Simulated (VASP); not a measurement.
Output of a VASP run:

### OSZICAR
```
       N       E                     dE             d eps       ncg     rms          rms(c)
DAV:   1     0.447560143343E+03    0.44756E+03   -0.30195E+04  1892   0.124E+03
DAV:   2     0.972338264402E+00   -0.44659E+03   -0.43777E+03  2126   0.337E+02
DAV:   3    -0.266018654773E+02   -0.27574E+02   -0.27403E+02  2217   0.823E+01
DAV:   4    -0.269319250275E+02   -0.33006E+00   -0.32957E+00  2165   0.845E+00
DAV:   5    -0.269362721821E+02   -0.43472E-02   -0.43462E-02  2217   0.915E-01    0.135E+01
DAV:   6    -0.253572160175E+02    0.15791E+01   -0.38166E+00  2309   0.154E+01    0.105E+01
DAV:   7    -0.253105354525E+02    0.46681E-01   -0.16023E+00  2031   0.528E+00    0.343E+00
DAV:   8    -0.252829151766E+02    0.27620E-01   -0.26386E-01  2150   0.395E+00    0.792E-01
DAV:   9    -0.252825575242E+02    0.35765E-03   -0.29962E-02  2055   0.154E+00    0.236E-01
DAV:  10    -0.252824600911E+02    0.97433E-04   -0.27524E-03  2145   0.419E-01    0.951E-02
DAV:  11    -0.252825529484E+02   -0.92857E-04   -0.23148E-04  2050   0.917E-02    0.408E-02
DAV:  12    -0.252826030090E+02   -0.50061E-04   -0.64547E-05  2085   0.441E-02    0.197E-02
DAV:  13    -0.252826106754E+02   -0.76664E-05   -0.80215E-06  1988   0.147E-02    0.894E-03
DAV:  14    -0.252826114325E+02   -0.75711E-06   -0.33145E-06  1580   0.964E-03
   1 F= -.25282611E+02 E0= -.25282611E+02  d E =-.252826E+02
       N       E                     dE             d eps       ncg     rms          rms(c)
DAV:   1    -0.252838697662E+02   -0.12591E-02   -0.10385E-01  1928   0.162E+00    0.204E-01
DAV:   2    -0.252832539882E+02    0.61578E-03   -0.25835E-03  2125   0.319E-01    0.940E-02
DAV:   3    -0.252829751993E+02    0.27879E-03   -0.35763E-04  2145   0.111E-01    0.434E-02
DAV:   4    -0.252829255931E+02    0.49606E-04   -0.11113E-04  2103   0.616E-02    0.163E-02
DAV:   5    -0.252829243497E+02    0.12435E-05   -0.10536E-05  2101   0.209E-02    0.777E-03
DAV:   6    -0.252829243287E+02    0.20963E-07   -0.91267E-07  1113   0.701E-03
   2 F= -.25282924E+02 E0= -.25282924E+02  d E =-.312896E-03
```

### OUTCAR
```
------------------------ aborting loop because EDIFF is reached ----------------------------------------
  FORCE on cell =-STRESS in cart. coord.  units (eV):
  Direction    XX          YY          ZZ          XY          YZ          ZX
  --------------------------------------------------------------------------------------
  Total        0.0108112      0.0108112      0.0108112     -0.0056775      0.0056775      0.0056775
  in kB        0.0795570      0.0795570      0.0795570     -0.0417796      0.0417796      0.0417796
  external PRESSURE =       0.0795570 kB  Pullay stress =       0.0000000 kB
  volume of cell :      217.72
      direct lattice vectors                 reciprocal lattice vectors
     0.000000000  3.007615798  3.007615798    -0.166225756  0.166263520  0.166225756
     3.007615798  0.000000000  3.007615798     0.166263520 -0.166225756  0.166225756
    12.033196910 12.033196910 -0.002733717     0.041546998  0.041546998 -0.041546998
 POSITION                                       TOTAL-FORCE (eV/Angst)
 -----------------------------------------------------------------------------------
     11.97251     11.97251      0.05795        -0.006260     -0.006260      0.006260
      2.98895      2.98895      0.01866        -0.007085     -0.007085      0.007085
      9.04134      9.04134      5.99674         0.002837      0.002837     -0.002837
     12.09439     12.09439      5.95131        -0.000351     -0.000351      0.000351
      1.47189      1.47189      1.53572        -0.006522     -0.006522      0.006522
      4.51606      4.51606      1.49917         0.011460      0.011460     -0.011460
      7.56485      7.56485      1.45800        -0.003106     -0.003106      0.003106
     10.51394     10.51394      1.51652         0.009027      0.009027     -0.009027
 -----------------------------------------------------------------------------------
    total drift:                                0.000711      0.000711     -0.000720
  FREE ENERGIE OF THE ION-ELECTRON SYSTEM (eV)
  ---------------------------------------------------
  free  energy   TOTEN  =       -25.2829243287 eV

  energy  without entropy=      -25.2829243287  energy(sigma->0) =      -25.28292433

 reached required accuracy - stopping structural energy minimisation
```
(Selected blocks of OUTCAR.)

**POSCAR**
```
Cd4SSe3
1
   -0.0000000000     3.0095205059     3.0095205059
    3.0095205059    -0.0000000000     3.0095205059
   12.0266924377    12.0266924377     0.0113895860
Cd Se S
4 3 1
Direct
  0.0100951644   0.0100951644   0.9924286267
  0.0032673046   0.0032673046   0.2475495215
  0.9972919958   0.9972919958   0.5020310031
  0.9898332485   0.9898332485   0.7576250636
  0.2551353443   0.2551353443   0.0586484917
  0.2493981324   0.2493981324   0.3129514007
  0.2424471775   0.2424471775   0.5681646169
  0.2525316323   0.2525316323   0.8106012758
```

Task: Reconstruct the remaining input files.

Result: One answer among several that fit: the input of the run itself, PBEsol GGA, plane waves, VASP's PBE PAW potentials (set 64).

**INCAR**
```
! general
SYSTEM =Cd4SSe3
PREC   =Accurate
ENCUT  =400
LREAL  =.FALSE.
LASPH  =.TRUE.

! electronic loop
EDIFF  =1E-6
NELM   =100
ALGO   =Normal
LMAXMIX=4

! smearing
ISMEAR =0
SIGMA  =0.05

! functional
GGA    =PS

! ions
IBRION =2
NSW    =60
ISIF   =3
EDIFFG =-0.02

! output
LWAVE  =.FALSE.
LCHARG =.FALSE.
```

**KPOINTS**
```
Automatic mesh
0
Gamma
6 6 2
0 0 0
```

POTCAR, in this order: Cd Se S (PBE.64 set). Program: vasp_std.

The structure was generated: Cd4SSe3 was put into an ordered model structure (R3m), which need not be its known phase. This run relaxes it. Symmetry was kept, so distortions that lower it aren't found. The start is the result of an earlier pass.
